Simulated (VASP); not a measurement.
Set up this calculation in VASP 6.6.1, as the native input.

* Task: relaxation of cell and atoms
* Functional: revPBE
* Potentials or basis: VASP PAW PBE potentials, release 64 (Zr_sv, Mo_sv, C)
* Cutoff: 600 eV
* k mesh: 5 × 5 × 5
* Occupations: fermi-dirac, width 0.05 eV
* Spin: no spin polarisation
* Further INCAR settings: ALGO = Fast; EDIFF = 1e-06; IBRION = 2; EDIFFG = -0.01; NSW = 60; ISIF = 3

The structure of Zr3MoC lies in POSCAR:

```
Zr3MoC
1.0
    4.9425100000      0.0000000000      0.0000000000
    0.0000000000      4.9425100000      0.0000000000
    0.0000000000      0.0000000000      4.9425100000
Zr Mo C
3 1 1
Direct
    0.5000000000      0.0000000000      0.0000000000
    0.0000000000      0.5000000000      0.0000000000
    0.0000000000      0.0000000000      0.5000000000
    0.0000000000      0.0000000000      0.0000000000
    0.5000000000      0.5000000000      0.5000000000
```

The cell was built by a generator and needn't be a form met in nature.

One way to write it, as run:

INCAR

```
SYSTEM = Zr3MoC
  PREC = Accurate
  ENCUT = 600
  EDIFF = 1E-6
  ISMEAR = -1
  SIGMA = 0.05
  LREAL = .FALSE.
  LASPH = .TRUE.
  NELM = 80
  ALGO = Fast
  ISIF = 3
  LWAVE = .FALSE.
  LCHARG = .FALSE.
  GGA = RE
  IBRION = 2
  NSW = 60
  EDIFFG = -0.01
```

KPOINTS

```
Automatic mesh
0
G
  5 5 5
  0 0 0
```

Potentials or basis: VASP PAW PBE potentials, release 64 (Zr_sv, Mo_sv, C).

Command:

```bash
$ cat potpaw_PBE.64/Zr_sv/POTCAR potpaw_PBE.64/Mo_sv/POTCAR potpaw_PBE.64/C/POTCAR > POTCAR
$ mpirun -np 1 vasp_std > vasp.out
```

Results of the run:

```json
{
  "Relaxed volume": "24.87 Å³/atom",
  "Relaxed cell": "a = 4.991 Å, b = 4.991 Å, c = 4.991 Å, α = 90.00°, β = 90.00°, γ = 90.00°",
  "Space group after relaxing (to 0.05 Å)": "Pm-3m (No. 221)",
  "Energy gained by relaxing": "5.0 meV/atom",
  "Ionic steps": "3",
  "Pressure after relaxing": "0.0 GPa",
  "Band gap on the k mesh": "none (metal or under the smearing width)"
}
```

Caveat: the PAW data sets were made with another functional, which shifts forces and pressure a little.

Run time: 2.8 min on 1 thread of Intel(R) Xeon(R) 6975P-C (Granite Rapids), on a shared host, peak memory 0.27 GiB.
